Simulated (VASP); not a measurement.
Here is the system:

```yaml
crystal:
  lattice:
    - [0.00000, 3.18369, 3.18369]
    - [3.18369, 0.00000, 3.18369]
    - [3.18369, 3.18369, 0.00000]
  atoms:
    - { symbol: Ba, position: [0.00000, 0.00000, 0.00000] }
    - { symbol: F, position: [0.25000, 0.25000, 0.25000] }
    - { symbol: F, position: [0.75000, 0.75000, 0.75000] }
```

All values below come from revPBE GGA, VASP's PBE PAW potentials (set 64) (plane waves; VASP). Settings: 520 eV cut-off, 7×7×7 Γ-centred mesh, tetrahedra with Blöchl corrections, potentials Ba_sv F.

Task: Predict the energy per atom (σ→0).

Result: 
| Property | Value |
|---|---|
| energy per atom (σ→0) | -5.472 eV/atom |

Only differences to runs with the same potentials and settings are physical.

The compound is BaF2 in the fluorite structure. It was relaxed first, which changed the volume by +8 %.
